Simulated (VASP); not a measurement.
An input for Quantum ESPRESSO's pw.x (written as the equivalent of a VASP run, and not itself run):

```
&CONTROL
  calculation = 'scf'
  pseudo_dir = './pseudo'
  outdir = './out'
  tprnfor = .true.
  tstress = .true.
/
&SYSTEM
  ibrav = 0
  nat = 2
  ntyp = 2
  ecutwfc = 74
  occupations = 'smearing'
  smearing = 'gaussian'
  degauss = 0.003675
  input_dft = 'pbe'
/
&ELECTRONS
  conv_thr = 7.3e-08
  electron_maxstep = 100
/
ATOMIC_SPECIES
  Li 6.940 Li.upf
  Cl 35.450 Cl.upf
CELL_PARAMETERS angstrom
     0.0000000    2.5700000    2.5700000
     2.5700000    0.0000000    2.5700000
     2.5700000    2.5700000    0.0000000
ATOMIC_POSITIONS crystal
  Li   0.0000000  0.0000000  0.0000000
  Cl   0.5000000  0.5000000  0.5000000
K_POINTS automatic
  8 8 8 0 0 0
```

### Question
Write the VASP files for the same calculation (PBE).

### Answer
This is not unique; one that fits is 
### INCAR
```
LREAL = .FALSE.
ALGO = Normal   ! blocked Davidson
SIGMA = 0.05   ! width (eV)
ISIF = 2   ! forces and stress, cell fixed
ISMEAR = 0
SYSTEM = LiCl
LASPH = .TRUE.   ! aspherical one-centre terms
EDIFF = 1E-6
LCHARG = .FALSE.
PREC = Accurate
LWAVE = .FALSE.
NELM = 100
ENCUT = 550   ! plane-wave cut-off (eV)
GGA = PE
```

### POSCAR
```
LiCl
1
    0.0000000000     2.5700000000     2.5700000000
    2.5700000000     0.0000000000     2.5700000000
    2.5700000000     2.5700000000     0.0000000000
Li Cl
1 1
Direct
  0.0000000000   0.0000000000   0.0000000000
  0.5000000000   0.5000000000   0.5000000000
```

File KPOINTS:
```
Automatic mesh
0
Gamma
8 8 8
0 0 0
```

POTCAR, in this order: Li_sv Cl (PBE.64 set). Program: vasp_std.

Limits of the translation: the potentials are each code's own (VASP's PAW set, PseudoDojo norm-conserving files in pw.x), so ENCUT and ecutwfc are chosen apart and not converted; conv_thr bounds pw.x's estimated SCF error, while EDIFF bounds the energy change between steps.

The compound is LiCl in the rock salt structure. The cell was not relaxed at this level. The run is one of a series of settings (ENCUT = 550 against the base run), some of them coarse on purpose.
